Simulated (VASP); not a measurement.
**MgO (Periclase): excitons from the Bethe-Salpeter equation**

Aim: the optical spectrum of MgO (Periclase) with the electron-hole interaction. The cell is of the rock-salt type, one of the forms listed for this formula. The start is a cell from a database of measured crystal structures.

Calculated with VASP 6.6.1; PBE; plane waves and PAW (Mg_GW, O_GW), in the first sound run; inputs show where later runs differ.

Experimental background.

“Electronic structure of alkaline earth and post-transition metal oxides” (2009, arxiv:0908.1581) quotes from earlier work for MgO, rocksalt (bulk crystal): band gap (literature experimental gap) 7.83 eV [Literature value based on experiment; other listed experimental values range from 7.7 to …].

Most raw output is cut from this account.

The database entry behind the starting cell differs from later determinations by our own check (about 0.1 % long), so it need not match the best structure at ambient conditions.

**1. Starting point**

The structure is cubic, space group Fm-3m (No. 225). Conventional cell: a = 4.217 Å, b = 4.217 Å, c = 4.217 Å, α = 90.00°, β = 90.00°, γ = 90.00°. Mg has 6 O at 2.11 Å nearest. Nearest to O lie 6 Mg at 2.11 Å. Farther neighbours and most contacts between anions are not listed.

**2. Ground state**

The orbitals come from a self-consistent PBE run with a tight EDIFF and a narrow smearing. KPOINTS_OPT adds the bands along a path, which shows whether the mesh holds the band edges.

Input file INCAR:

```
SYSTEM = MgO
PREC = Accurate
ENCUT = 440
EDIFF = 1E-08
NELM = 100
ISMEAR = 0
SIGMA = 0.01
LREAL = .FALSE.
ALGO = Normal
GGA = PE
NBANDS = 10
LORBIT = 11
LWAVE = .TRUE.
LCHARG = .FALSE.
KPAR = 8
```

Input file POSCAR:

```
MgO
1.0
    0.0000000000      2.1085000000      2.1085000000
    2.1085000000      0.0000000000      2.1085000000
    2.1085000000      2.1085000000      0.0000000000
Mg O
1 1
Direct
    0.0000000000      0.0000000000      0.0000000000
    0.5000000000      0.5000000000      0.5000000000
```

Input file KPOINTS:

```
Automatic mesh
0
Gamma
6 6 6
0 0 0
```

Input file KPOINTS_OPT:

```
Line mode
12
Line-mode
Reciprocal
  0.00000000   0.00000000   0.00000000 GAMMA
  0.50000000   0.00000000   0.50000000 X

  0.50000000   0.00000000   0.50000000 X
  0.50000000   0.25000000   0.75000000 W

  0.50000000   0.25000000   0.75000000 W
  0.37500000   0.37500000   0.75000000 K

  0.37500000   0.37500000   0.75000000 K
  0.00000000   0.00000000   0.00000000 GAMMA

  0.00000000   0.00000000   0.00000000 GAMMA
  0.50000000   0.50000000   0.50000000 L

  0.50000000   0.50000000   0.50000000 L
  0.62500000   0.25000000   0.62500000 U

  0.62500000   0.25000000   0.62500000 U
  0.50000000   0.25000000   0.75000000 W

  0.50000000   0.25000000   0.75000000 W
  0.50000000   0.50000000   0.50000000 L

  0.50000000   0.50000000   0.50000000 L
  0.37500000   0.37500000   0.75000000 K

  0.62500000   0.25000000   0.62500000 U
  0.50000000   0.00000000   0.50000000 X
```

The projector-augmented-wave data sets are Mg_GW and O_GW (PBE family, release 64).

Launch:

```sh
mpirun -np 8 vasp_std
```

The job ended after 4 s (8 MPI ranks of Intel Xeon Platinum 8488C (Sapphire Rapids), shared host; peak memory 0.96 GiB).

This step gave:

```yaml
free_energy_toten: -11.92 eV
fermi_energy: 3.231 eV
pressure: -0.2740 GPa
least_gap_on_mesh_and_path: 4.691 eV
least_direct_gap_on_mesh_and_path: 4.691 eV
```

The highest empty bands on the path are converged less tightly, to about 0.1 eV. The electronic bands at the labelled points (eV, zero at the valence-band top; v1 is the highest filled band, c1 the lowest empty one):

```tsv
point	v3	v2	v1	c1	c2
Γ	0.00	0.00	0.00	4.69	15.79
0.55 of the way	-2.87	-0.82	-0.82	8.40	10.81
X	-4.07	-1.34	-1.34	9.12	9.93
0.55 of the way	-3.71	-1.98	-1.59	10.14	10.95
W	-2.94	-2.94	-1.76	11.63	11.63
0.45 of the way	-3.31	-2.69	-1.49	10.74	11.89
K	-3.48	-2.70	-1.14	10.08	11.73
0.45 of the way	-3.14	-1.39	-0.46	8.51	11.86
Γ	0.00	0.00	0.00	4.69	15.79
0.55 of the way	-2.95	-0.38	-0.38	7.26	12.42
L	-4.60	-0.65	-0.65	7.88	12.56
0.45 of the way	-4.21	-1.57	-0.81	9.06	12.31
U	-3.48	-2.70	-1.14	10.08	11.73
0.45 of the way	-3.36	-2.69	-1.40	10.56	11.84
W	-2.94	-2.94	-1.76	11.63	11.63
0.45 of the way	-3.88	-2.08	-1.05	9.89	12.10
L	-4.60	-0.65	-0.65	7.88	12.56
0.45 of the way	-4.21	-1.57	-0.81	9.06	12.31
K	-3.48	-2.70	-1.14	10.08	11.73
jump to U	-3.48	-2.70	-1.14	10.08	11.73
0.45 of the way	-3.89	-1.87	-1.28	9.56	10.55
X	-4.07	-1.34	-1.34	9.12	9.93
```

Of the projections kept (Mg, O), the largest for each band there; the rest of the weight can lie on other orbitals:

```tsv
point	v3	v2	v1	c1	c2
Γ	O 0.98	O 0.98	O 0.98	O 0.54	Mg 1.00
X	O 0.84	O 0.93	O 0.93	Mg 1.00	Mg 0.89
W	O 0.87	O 0.87	O 0.89	O 0.68	O 0.68
K	O 0.86	O 0.86	O 0.94	Mg 0.68	Mg 0.67
Γ	O 0.98	O 0.98	O 0.98	O 0.54	Mg 1.00
L	O 0.79	O 0.96	O 0.96	Mg 0.60	O 0.72
```

The cell has a gap of 4.69 eV on mesh and path.

**3. Empty bands**

ALGO = Exact makes the empty bands from the converged ground state in one step. LOPTICS writes the k-derivatives of the orbitals (WAVEDER), which give the long-wavelength limit of the screening.

Input file INCAR:

```
SYSTEM = MgO
PREC = Accurate
ENCUT = 440
ISMEAR = 0
SIGMA = 0.01
LREAL = .FALSE.
GGA = PE
NBANDS = 48
ALGO = Exact
NELM = 1
LWAVE = .TRUE.
LCHARG = .FALSE.
LOPTICS = .TRUE.
NEDOS = 1000
CSHIFT = 0.1
```

POSCAR is that of step 2.

KPOINTS is that of step 2.

Launch:

```sh
mpirun -np 8 vasp_std
```

The job ended after 2.8 s (8 MPI ranks; peak memory 0.88 GiB).

The gap is read on the k-mesh alone, so it is an upper bound where the band edges lie off the mesh.

A gap read on the k-mesh alone can miss the band edges.

Numbers from this step:

- gap on the k-mesh: 4.691 eV
- least direct gap on the k-mesh: 4.691 eV

WAVECAR now holds 48 bands for 8 electrons. Its independent-particle dielectric tensor has xx, yy, zz = 3.2, 3.2, 3.2 on this mesh, which isn't tested for convergence in mesh or bands and lacks local fields.

**4. G0W0**

This step: G0W0 on PBE; plane waves and PAW (Mg_GW, O_GW) (VASP 6.6.1).

One pass of GW corrects the levels to first order, with G and W from the starting orbitals. LWAVE keeps the quasiparticle levels in WAVECAR, and the W files hold the screened interaction for the next step.

Input file INCAR:

```
SYSTEM = MgO
PREC = Accurate
ENCUT = 440
ISMEAR = 0
SIGMA = 0.01
LREAL = .FALSE.
GGA = PE
NBANDS = 48
ALGO = EVGW0
NELMGW = 1
ENCUTGW = 100
NOMEGA = 48
PRECFOCK = Fast
NBANDSGW = 16
LWAVE = .TRUE.
LCHARG = .FALSE.
```

POSCAR is that of step 3.

KPOINTS is that of step 3.

Launch:

```sh
mpirun -np 8 vasp_std
```

Wall time 23 s (8 MPI ranks); peak memory 1.1 GiB.

Numbers from this step:

```
quasiparticle gap on the mesh                 : 7.033 eV
smallest direct quasiparticle gap on the mesh : 7.033 eV
gap of the starting orbitals on the mesh      : 4.691 eV
```

GW takes the gap from 4.691 to 7.033 eV. The value holds for 48 bands, ENCUTGW = 100 eV and this mesh, and isn't shown to be converged in them.

**5. BSE, Tamm-Dancoff**

This step: BSE on G0W0 on PBE; plane waves and PAW (Mg_GW, O_GW) (VASP 6.6.1).

The Bethe-Salpeter equation adds the screened attraction of electron and hole to the quasiparticle pairs; ANTIRES = 0 leaves out the coupling to antiresonant pairs.

Input file INCAR:

```
SYSTEM = MgO
PREC = Accurate
ENCUT = 440
ISMEAR = 0
SIGMA = 0.01
LREAL = .FALSE.
GGA = PE
NBANDS = 48
ALGO = BSE
NBANDSO = 3
NBANDSV = 4
OMEGAMAX = 25
NEDOS = 1000
CSHIFT = 0.1
PRECFOCK = Fast
LWAVE = .FALSE.
LCHARG = .FALSE.
ENCUTGW = 100
ANTIRES = 0
```

POSCAR is that of step 4.

KPOINTS is that of step 4.

Launch:

```sh
mpirun -np 8 vasp_std
```

Elapsed: 13 s, on 8 MPI ranks; peak memory 1.6 GiB; 95 s of CPU time.

Numbers from this step:

```
lowest excitation                     : 6.126 eV
direct gap less the lowest excitation : 0.9067 eV
```

The imaginary dielectric function, xx has structure finer than the step of the table below, so its rows give means over 1 eV, whole bins alone (the curve runs from 0 to 25 eV). Peaks (eV: height): 7.6: 14.0, 8.7: 4.96, 9.4: 11.2, 10.8: 6.95, 11.3: 4.88, 11.9: 5.79, 12.4: 7.22.

From 3 filled and 4 empty bands alone, without any pair above OMEGAMAX = 25 eV, so strength is missing wherever others contribute; lines are broadened by CSHIFT, which also makes the tail under the first line. Table of imaginary dielectric function, xx by photon energy; means over each step:

```tsv
photon energy (eV)	imaginary dielectric function, xx
1	0.00457
2	0.0100
3	0.0180
4	0.0331
5	0.0852
6	1.36
7	0.886
8	3.85
9	4.18
10	2.76
11	3.79
12	3.77
13	1.92
14	2.14
15	2.16
16	3.02
17	2.34
18	1.33
19	1.06
20	0.656
21	0.182
22	0.126
23	0.103
24	0.0234
```

Some of the lowest 40 states alone, with states under 2.5 meV apart joined, scaled to the strongest line shown. Lines of the exciton spectrum (strongest = 100):

```tsv
position (eV)	lines merged	oscillator strength
6.126	3	32
7.654	3	100
7.908	3	0.0
7.923	2	0.0
8.009	3	0.0
8.022	3	0.0
8.025	2	0.0
8.715	3	31
8.777	3	0.0
8.804	3	0.0
8.838	3	0.0
9.376	3	65
9.454	1	0.0
```

The lowest excitation lies at 6.126 eV, -907 meV against the direct gap of these orbitals. No second mesh in this session tests these energies, peaks and heights.

**6. Independent quasiparticles**

This step: BSE on G0W0 on PBE, independent quasiparticles; plane waves and PAW (Mg_GW, O_GW) (VASP 6.6.1).

With LADDER and LHARTREE off the pairs don't interact at all, so the lowest line must equal the direct gap.

INCAR: that of step 5 with these lines changed.

```diff
@@ -19 +19,3 @@
 ANTIRES = 0
+LADDER = .FALSE.
+LHARTREE = .FALSE.
```

POSCAR is that of step 5.

KPOINTS is that of step 5.

Launch:

```sh
mpirun -np 8 vasp_std
```

Wall time 7.4 s (8 MPI ranks); peak memory 1.5 GiB.

Numbers from this step:

```yaml
lowest_excitation: 7.032 eV
```

The imaginary dielectric function, xx has structure finer than the step of the table below, so its rows give means over 0.5 eV, whole bins alone (the curve runs from 0 to 25 eV). Peaks (eV: height): 10.71: 6.24, 12.39: 6.40, 13.51: 8.79, 14.01: 5.07, 14.76: 4.98, 15.77: 6.35, 18.97: 5.26.

From 3 filled and 4 empty bands alone, without any pair above OMEGAMAX = 25 eV, so strength is missing wherever others contribute; lines are broadened by CSHIFT, which also makes the tail under the first line. The imaginary dielectric function, xx by photon energy; means over each step:

photon energy (eV), imaginary dielectric function, xx and a bar:
```
      0.5       0.00 
      1.0       0.00 
      1.5       0.00 
      2.0       0.00 
      2.5       0.01 
      3.0       0.01 
      3.5       0.01 
      4.0       0.01 
      4.5       0.01 
      5.0       0.02 
      5.5       0.02 
      6.0       0.04 
      6.5       0.10 #
      7.0       0.84 ####
      7.5       0.16 #
      8.0       0.13 #
      8.5       0.78 ####
      9.0       1.97 ##########
      9.5       1.13 ######
     10.0       0.63 ###
     10.5       2.58 ##############
     11.0       2.31 ############
     11.5       1.55 ########
     12.0       3.87 ####################
     12.5       4.10 ######################
     13.0       2.30 ############
     13.5       5.68 ##############################
     14.0       3.24 #################
     14.5       2.39 #############
     15.0       3.59 ###################
     15.5       2.80 ###############
     16.0       2.95 ################
     16.5       1.54 ########
     17.0       2.09 ###########
     17.5       3.01 ################
     18.0       3.18 #################
     18.5       3.35 ##################
     19.0       3.50 ##################
     19.5       2.54 #############
     20.0       1.44 ########
     20.5       2.71 ##############
     21.0       1.89 ##########
     21.5       1.46 ########
     22.0       0.36 ##
     22.5       0.25 #
     23.0       0.19 #
     23.5       0.26 #
     24.0       0.32 ##
     24.5       0.14 #
```

The lowest excitation lies at 7.032 eV, +907 meV against the Tamm-Dancoff singlet. No second mesh in this session tests these energies, peaks and heights.

**7. Summary**

This step: BSE on G0W0 on PBE; plane waves and PAW (VASP 6.6.1).

Derived from the runs above.

Cost is wall time times ranks on a shared host, for this step alone, without the steps before it. Excitations by level:

```tsv
level	first excitation (eV)	cost (core minutes)
BSE, Tamm-Dancoff	6.126	1.71
independent quasiparticles	7.032	0.99
```

**8. Results**

```yaml
bse_tamm_dancoff: lowest vertical excitation 6.126 eV; direct gap 7.033 eV
independent_quasiparticles: lowest vertical excitation 7.032 eV; direct gap 7.033 eV
```

**Reading.** The Bethe-Salpeter equation puts the lowest vertical singlet excitation at 6.126 eV, 0.91 eV below the direct gap of 7.033 eV; the states within 10 meV of it carry 32 % of the strength of the strongest such group among the lowest 40 states. Attraction and local fields together move the centre of weight of eps2 xx over the computed range by -2.97 eV against the run of independent quasiparticles. The spectra were run on one mesh, so the distance from the gap isn't shown to be converged; coarse meshes tend to overstate it. Bands, response cutoff and mesh of the GW step weren't tested in this session. Only the bands set by NBANDSO and NBANDSV form pairs, and any pair above OMEGAMAX = 25 eV is dropped, so the spectrum is that of this window; the window can cut degenerate bands. Not tabulated here, as repeats of values shown or as unfit to read for their mesh, reference level or band range: eps2 curves (empty bands); eps1 curves and static values (BSE, empty bands, independent quasiparticles); line lists of runs without attraction (independent quasiparticles).

Computed beside measured:

| quantity | measured | PBE | G0W0 on PBE |
| --- | --- | --- | --- |
| band gap (least gap) (eV) | 7.83 | 4.69 (-3.14 eV) | 7.03 (-0.80 eV) |

Measured values from arxiv:0908.1581 (2009).

How well it matches: For the band gap, of the levels listed nearest comes G0W0 on PBE (-0.80 eV, fair agreement) and farthest PBE (-3.14 eV, a clear miss). Zero-point and thermal motion shift the measured gap. No cell relaxation is part of this session.

[Lines on the potential files, build, host, timing and source positions are cut from VASP's logs without a mark.]

[Logs are printed without paths, hosts, clocks, repeated set-up lines and the standing remarks that a program may print on its own settings, such as how far it seeks lower states.]

[Hosts, paths, dates, database ids (printed as entryN), source tags and the programs' standing remarks are cut or masked in the printed files.]

[Pressures printed for these runs are not shown converged in the cutoff: they can be off by several GPa and have the wrong sign.]
